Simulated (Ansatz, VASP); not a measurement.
# GaSb: VASP beside Ansatz, part 2 of 2

One calculation is typed for both programs; each brings its own data sets. How far apart do they land? The cell is taken from a series of runs on this material, whose earlier steps may have relaxed, scaled, displaced or heated it; both programs get it as it stands.

VASP 6.6.1 and Ansatz 0.2.0.

So far. Step 2 (VASP: single point, HSE06): The gap is read on the k-mesh alone, so it is an upper bound where the band edges lie off the mesh. The k-mesh is coarse for exact exchange; levels may shift by about 0.1 eV on a finer one. The PAW data sets were made with PBE, which is usual practice but a small mismatch for other functionals.

## 3. Ansatz: single point, HSE06

Level of this step: Ansatz beside VASP: Kohn-Sham DFT, plane waves, HSE06 (Ansatz).

Ansatz runs on its PAW soft_1 files.

The same cell, functional, mesh and smearing now go to Ansatz.

Input file input.yaml:

```yaml
crystal:
  lattice:
    - [0.0, 3.0147438171, 3.0147438171]
    - [3.0147438171, 0.0, 3.0147438171]
    - [3.0147438171, 3.0147438171, 0.0]
  atoms:
    - { symbol: Sb, position: [0.75, 0.75, 0.75] }
    - { symbol: Ga, position: [0.0, 0.0, 0.0] }
kpoints:
  mp_grid: { grid: [5, 5, 5] }
scf:
  occupations: { method: fermi_dirac, width: 0.02 }
hamiltonian:
  xc: hse06
  pseudopotentials: { kind: paw, azcp: { folder: soft_1 } }
basis:
  ecutwfc: 600
output:
  forces: true
  stress: true
  write_density: true
  write_potential: true
  elf: true
  volumetric_format: npy
```

Run with:

```sh
> ansatz run input.yaml --threads 8 --pin off --max-ram 18432MiB --backend cpu --events-out ev --progress --plain --runs-dir out
```

Numbers of over 12 decimals in the logs are rounded to 6 here.

Log:

```text
Warning: output.stress: scf.convergence.dr2_threshold = 1e-7 eV (the SCF's general default) is looser than the 2e-10 eV advised for a printed stress (1e-10 eV for each atom of the cell: 2). What an SCF threshold leaves in a stress goes as its square root, and in the free energy as the threshold itself, and one threshold admits the most on a small cell: [figures from the program's tests cut] Set scf.convergence.dr2_threshold to 2e-10 eV or tighter. The threshold is an SCF's pass mark: one that does not reach it within its budget of iterations ends unconverged, or closes short of it on a stop that the run arms, and scf.convergence.dr2_threshold's page says what that costs each kind of run
Warning: output.stress: scf.exx.energy_threshold = 1e-6 eV is looser than the 2e-8 eV advised for a stress under a hybrid functional (1e-8 eV for each atom of the cell: 2). Every SCF of the exchange loop can meet its threshold on dr2 while the loop round them stops early: no threshold on dr2 bounds what that leaves in the stress. Set scf.exx.energy_threshold to 2e-8 eV or tighter. The threshold is the loop's pass mark: a loop that does not reach it within its budget of cycles ends unconverged, and scf.exx.energy_threshold's page has the law
Engine: ansatz 0.2.0, aarch64-unknown-linux-gnu
Pseudopotentials: kind: paw
Pseudopotential: Sb, paw, valence charge 15, recommended cutoff 420 eV (normal), soft_1/Sb.paw.azcp
Pseudopotential: Ga, paw, valence charge 13, recommended cutoff 420 eV (normal), soft_1/Ga.paw.azcp
Functional definition: HSE06
  parameter a = 0.25
  parameter omega = 0.11/bohr
  exchange = pbe_x - a*pbe_x_sr(omega) + a*exact_x_sr(omega)
  correlation = pbe_c
Crystal: 2 atoms, lattice volume = 54.800 Å³
Basis set: ecut = 600 eV, 1837 PW (Γ), exchange–correlation on 72×72×72 points (8 copies of the dense FFT grid, shifted against one another)
Bands: 18, of which v1, the nominal top of the filled ones, is band 14 counted from 1 (13 counted from 0)
Symmetry: 24 space group operations
Space group: F-43m (ITA 216), of the structure as read, at distance tolerance 3.8e-5 Å
k-points: 10 of 125 (time reversal used)
Non-local potential: Sb, projectors of the file, l = 0: 2, l = 1: 2, l = 2: 2, l = 3: 1
Non-local potential: Ga, projectors of the file, l = 0: 2, l = 1: 2, l = 2: 3, l = 3: 1
PAW form: soft (Blöchl's): semilocal exchange-correlation on the pseudo side does not see the compensation charge
PAW frozen core: Sb, regenerated for the run's functional, and the local potential with it (the file was generated under x = pbe(κ = 0.804, μ = 0.219515), c = pbe(β = 0.066725))
PAW frozen core: Ga, regenerated for the run's functional, and the local potential with it (the file was generated under x = pbe(κ = 0.804, μ = 0.219515), c = pbe(β = 0.066725))
PAW one-centre angular grid: Sb, 590 points (default); XC on 64 Gauss nodes
PAW one-centre angular grid: Ga, 590 points (default); XC on 64 Gauss nodes
Initial density: superposition of atomic densities (chi_scale 0.1, normalization cell, long waves kept (reshape's long-wave potential 0.00 eV rms))
Initial wavefunctions: pseudopotential atomic-orbital guess
Functional: x = pbe(κ = 0.804, μ = 0.219515), c = pbe(β = 0.066725), warm-up for x = pbe(κ = 0.804, μ = 0.219515) + 0.25 (exact − pbe) at short range (hse, ω = 0.207870 Å⁻¹), c = pbe(β = 0.066725); HSE06 as pw.x's `hse` composes it (authors' and Libxc's form: `xc: wpbeh`)
SCF iter   1: F=—  HF=-10267.791046 eV  |F-HF|=—  |Δ(HF+E_count)|=         —  Δρ=3.37e-2  dr2=4.25e-1  ethr=1.00e-1  ⟨swp⟩=5.5  Hψ=503  notcnv=0
preconditioner: auto → none  [insulator: Δε(μ)=0.235 eV  Ē_g=14.989 eV  σ=0.020 eV  W_gap=0.99  n_scr=14 (ndim 8)  ℏωp=21.3 eV  f_vac=0.004  D(μ)=0.01/eV (n_scr^D=0)]
SCF iter   2: F=—  HF=-10267.784435 eV  |F-HF|=—  |Δ(HF+E_count)|=   6.61e-3  Δρ=1.67e-2  dr2=9.03e-2  ethr=1.52e-3  ⟨swp⟩=4.8  Hψ=493  notcnv=0  defer=1
SCF iter   3: F=—  HF=-10267.790634 eV  |F-HF|=—  |Δ(HF+E_count)|=   6.20e-3  Δρ=4.23e-3  dr2=1.31e-2  ethr=3.22e-4  ⟨swp⟩=3.7  Hψ=447  notcnv=0  defer=1
iter 4 solved again at ethr=1.26e-6 eV; its pass at ethr=4.66e-5 eV (dr2=3.54e-4 eV) is discarded
SCF iter   4: F=—  HF=-10267.784710 eV  |F-HF|=—  |Δ(HF+E_count)|=   5.92e-3  Δρ=9.84e-4  dr2=3.51e-4  ethr=1.26e-6  ⟨swp⟩=3.0  Hψ=906  notcnv=0
SCF iter   5: F=—  HF=-10267.784635 eV  |F-HF|=—  |Δ(HF+E_count)|=   7.50e-5  Δρ=3.99e-4  dr2=3.07e-5  ethr=1.25e-6  ⟨swp⟩=3.2  Hψ=387  notcnv=0
SCF iter   6: F=-10267.784650 eV  HF=-10267.784648 eV  |F-HF|=1.90e-6  |Δ(HF+E_count)|=   1.38e-5  Δρ=1.46e-4  dr2=3.87e-6  ethr=1.10e-7  ⟨swp⟩=3.9  Hψ=467  notcnv=0
SCF 1 stopped early in 6 iterations: F = -10267.784650 eV  dr2 = 3.87e-6
  greatest PAW one-centre occupation: 0.995 electrons in one spin orbital (limit 2), on the Sb atom at site 0 (counted from 0), in its partial waves of l = 2
Initial density: handed on by an earlier stage of this run
Initial wavefunctions: those handed on with the density
Functional: x = pbe(κ = 0.804, μ = 0.219515) + 0.25 (exact − pbe) at short range (hse, ω = 0.207870 Å⁻¹), c = pbe(β = 0.066725); HSE06 as pw.x's `hse` composes it (authors' and Libxc's form: `xc: wpbeh`)
Exchange kernel: α = 0.2500, screened, ω = 0.2079 Å⁻¹, Wigner–Seitz truncation, v(0) = 1045.5121 eV·Å³, q-mesh 5×5×5, nearest image of the exchange supercell L = 21.32 Å, pair-density grid 18×18×18, without the augmentation charges, whose exchange is taken in its separable form by FFT convolution over the k-point mesh (sized by the pseudopotential files, 30×30×30 at the most), smooth part of the exact exchange by density-matrix convolution
Frozen-core exchange: fock
SCF iter   1: F=—  HF=-10272.681084 eV  |F-HF|=—  |Δ(HF+E_count)|=         —  Δρ=1.28e-2  dr2=3.54e-2  ethr=1.38e-7  ⟨swp⟩=10.2  Hψ=1083  notcnv=0
preconditioner: auto → none  [insulator: Δε(μ)=1.109 eV  Ē_g=17.412 eV  σ=0.020 eV  W_gap=1.00  n_scr=14 (ndim 8)  ℏωp=21.3 eV  f_vac=0.077  D(μ)=0.00/eV (n_scr^D=0)]
SCF iter   2: F=—  HF=-10272.667458 eV  |F-HF|=—  |Δ(HF+E_count)|=   1.36e-2  Δρ=1.73e-3  dr2=2.74e-3  ethr=1.38e-7  ⟨swp⟩=5.0  Hψ=772  notcnv=0
SCF iter   3: F=—  HF=-10272.675128 eV  |F-HF|=—  |Δ(HF+E_count)|=   7.67e-3  Δρ=2.34e-3  dr2=1.33e-3  ethr=1.38e-7  ⟨swp⟩=5.0  Hψ=758  notcnv=0
SCF iter   4: F=—  HF=-10272.675024 eV  |F-HF|=—  |Δ(HF+E_count)|=   1.05e-4  Δρ=6.25e-4  dr2=1.26e-4  ethr=1.38e-7  ⟨swp⟩=4.0  Hψ=550  notcnv=0
SCF iter   5: F=—  HF=-10272.675275 eV  |F-HF|=—  |Δ(HF+E_count)|=   2.52e-4  Δρ=2.26e-4  dr2=1.34e-5  ethr=1.38e-7  ⟨swp⟩=4.1  Hψ=524  notcnv=0
SCF iter   6: F=-10272.675268 eV  HF=-10272.675268 eV  |F-HF|=1.06e-7  |Δ(HF+E_count)|=   7.14e-6  Δρ=2.09e-5  dr2=1.24e-6  ethr=4.40e-8  ⟨swp⟩=4.0  Hψ=423  notcnv=0
SCF 2 stopped early in 6 iterations: F = -10272.675268 eV  dr2 = 1.24e-6
hybrid outer 1: dexx = +9.469e-3 eV, tail = 3.72e-5 eV
Exchange kernel: α = 0.2500, screened, ω = 0.2079 Å⁻¹, Wigner–Seitz truncation, v(0) = 1045.5121 eV·Å³, q-mesh 5×5×5, nearest image of the exchange supercell L = 21.32 Å, pair-density grid 18×18×18, without the augmentation charges, whose exchange is taken in its separable form by FFT convolution over the k-point mesh (sized by the pseudopotential files, 30×30×30 at the most), smooth part of the exact exchange by density-matrix convolution
Frozen-core exchange: fock
SCF iter   1: F=—  HF=-10272.674989 eV  |F-HF|=—  |Δ(HF+E_count)|=         —  Δρ=4.13e-5  dr2=1.30e-6  ethr=6.64e-7  ⟨swp⟩=4.5  Hψ=437  notcnv=0
preconditioner: auto → none  [insulator: Δε(μ)=1.211 eV  Ē_g=17.227 eV  σ=0.020 eV  W_gap=1.00  n_scr=14 (ndim 8)  ℏωp=21.3 eV  f_vac=0.076  D(μ)=0.00/eV (n_scr^D=0)]
SCF iter   2: F=—  HF=-10272.674989 eV  |F-HF|=—  |Δ(HF+E_count)|=   6.10e-8  Δρ=9.43e-6  dr2=1.25e-7  ethr=3.76e-9  ⟨swp⟩=4.0  Hψ=543  notcnv=0
SCF iter   3: F=—  HF=-10272.674990 eV  |F-HF|=—  |Δ(HF+E_count)|=   8.65e-7  Δρ=8.28e-6  dr2=4.08e-8  ethr=8.98e-11  ⟨swp⟩=5.1  Hψ=646  notcnv=0
SCF iter   4: F=-10272.674990 eV  HF=-10272.674990 eV  |F-HF|=1.02e-10  |Δ(HF+E_count)|=   1.58e-8  Δρ=1.60e-6  dr2=2.75e-9  ethr=8.98e-11  ⟨swp⟩=3.0  Hψ=410  notcnv=0
SCF 3 converged in 4 iterations: F = -10272.674990 eV  dr2 = 2.75e-9
  Residual-converged pass: ⟨swp⟩=3.3  Hψ=449  notcnv=0  max |occ|·‖R‖ = 2.4e-6 eV (tolerance 2.4e-6 eV)  dr2=2.78e-9  dr2_onsite=1.20e-10  max |Δocc| = 8.1e-21
hybrid outer 2: dexx = +8.656e-7 eV, tail = 2.73e-8 eV, Δε = 2.69e-3 eV (about 8.80e-5 eV left of the loop's levels)
hybrid SCF converged: 2 outer / 10 inner (+6 warm-up), last move |dexx| = 8.66e-7 eV, tail = 2.73e-8 eV
Stability not checked: this state was not tested for a lower state beside it, because the functional holds exact exchange (a hybrid, or Hartree-Fock), whose exchange loop this test does not read (fock_operator; see scf.lower_state_search)
Free energy (F): -10272.674989 eV
Frozen-core exchange: fock
Harris-Foulkes:  -10272.674989 eV  (|F-HF|=1.02e-10)
Internal energy: -10272.674989 eV  (E = F + TS)
E sigma→0 (E₀):  -10272.674989 eV
Fermi energy:    8.671079 eV
--- Per-component energies (eV) ---
  E_band       = -306.165407
  E_kinetic    = 274.859167
  E_local      = -3323.240409  (includes V_loc(G=0)·N_el)
  E_nonlocal   = 298.087973
  E_hartree    = 1715.566549
  E_xc         = -130.356520
  E_vxc        = -117.315810  (∫ρ·V_xc dr)
  E_exx        = -88.834492  (= α·E_x^exact, valence–valence)
  E_paw        = -6488.365171  (= ΣΔE_a)
  E_vpaw       = -692.020065  (= ΣTr[D̂ρ^β])
  E_aug_tail   = 0.000006  (compensation charges beyond the density's cutoff)
  E_ewald      = -2530.529659
  E_core_change = 0.137568  (= ΣΔE_core)
  E_smearing   = -0.000000  (= −TS)
  E_closure    = -0.000002  (closes the sum)
  Σ components = -10272.674989   (vs F -10272.674989, Δ=0.00e0)
--- Forces (eV/Å), atoms counted from 1 ---
  atom   1  Sb     0.00000000    -0.00000000    -0.00000000
  atom   2  Ga     0.00000000    -0.00000000     0.00000000
  max |Σ_I F_I| component: 2.04e-16 eV/Å
--- Stress (GPa, compression-positive) ---
        3.386851       0.000000      -0.000000
       -0.000000       3.386851       0.000000
       -0.000000       0.000000       3.386851
  P = ⅓ Tr σ = 3.3869 GPa (33.869 kbar)
--- Band table (eV; the first three rows and the last of 10) ---
  k-point 0: bands = [... 10 lower, -4.8683, 8.0680, 8.0680, 8.0680, 9.2798, 11.4999]
  k-point 1: bands = [... 10 lower, -4.3996, 4.6383, 7.4746, 7.4746, 9.8445, 12.2721]
  k-point 2: bands = [... 10 lower, -3.2527, 1.4844, 6.8353, 6.8353, 9.2996, 12.5514]
  k-point 9: bands = [... 10 lower, -2.2842, 1.0468, 4.1889, 5.1590, 11.9398, 12.4169]
  guard bands above this table: 2 of the run's 18 bands. The solve was not asked for them (output.publish_guard_bands: true or output.eigenvalues: true publishes all)
```

In the SCF lines HF is the Harris–Foulkes energy and dr2 the Hartree energy of the density residual, in eV; the loop may stop once dr2 is under the threshold and the program's other checks hold. Hψ counts applications of the Hamiltonian.

The run ends at a pressure of 3.39 GPa.

## 4. Differences

Known differences besides the potentials themselves: exact exchange at q = 0 is treated differently, which shows on coarse meshes; VASP keeps PBE cores, Ansatz makes them for the functional; the data sets hold 28 valence electrons in Ansatz (on its PAW soft_1 files) and 18 in VASP; the cutoff is 600 eV in Ansatz and 400 eV in VASP; VASP takes a coarser grid for exact exchange (PRECFOCK = Fast). Total energies have different zeros and are not compared.

The two programs side by side:

| quantity | Ansatz | VASP | difference |
| --- | --- | --- | --- |
| pressure (GPa) | 3.39 | 2.65 | +0.74 |
| gap on the k mesh (eV) | 1.212 | 1.229 | -0.017 |

A gap on the mesh is an upper bound, since the band edges may lie between its points.

## 5. Summary of results

```
difference in gap on the k mesh (single point, HSE06) : -0.017 eV
difference in pressure (single point, HSE06)          : 0.74 GPa
```

**Reading.** The difference in pressure is 0.74 GPa (single point, HSE06), within the 1 GPa picked in this series as the mark of a large difference. The data sets hold unlike numbers of valence electrons (28 in Ansatz and 18 in VASP), so part of the differences comes from the potentials. Such differences can come from data sets, numerical settings and the points named under the comparisons, not from the functional's error against experiment.

[Lines on the potential files, build, host, timing and source positions are cut from VASP's logs without a mark.]

[Logs are printed without paths, hosts, clocks, repeated set-up lines and the standing remarks that a program may print on its own settings, such as how far it seeks lower states.]

[Hosts, paths, dates, database ids (printed as entryN), source tags and the programs' standing remarks are cut or masked in the printed files.]
